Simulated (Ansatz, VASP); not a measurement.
# InB: VASP beside Ansatz

```
In B
1.0
     1.86636   -2.75994    0.00000
     1.86636    2.75994    0.00000
     0.00000    0.00000    3.27254
In B
1 1
Direct
  0.00000 0.00000 0.00000
  0.50000 0.50000 0.50000
```

Alike in both runs: functional PBE; k mesh 14 × 14 × 14; occupations gaussian, width 0.1 eV; no spin polarisation.

Ansatz relaxed the structure, and its values are those at the end. VASP's run is a single point on that final structure, the one shown.

|  | VASP | Ansatz |
| --- | --- | --- |
| version | VASP 6.6.1 | Ansatz 0.2.0 |
| potentials or method | VASP PAW PBE potentials, release 64 (In_d, B) | scalar-relativistic, plane waves, PAW |
| plane-wave cutoff (eV) | 520 | 420 |
| valence electrons in the cell | 16 | 16 |

|  | VASP | Ansatz | Ansatz less VASP |
| --- | --- | --- | --- |
| gap on the k mesh at the Fermi level (eV) | none | none | - |
| pressure (GPa) | 0.0 | 0.0 | +0.02 |

A gap of «none» marks a metal or a gap that the smearing closes.
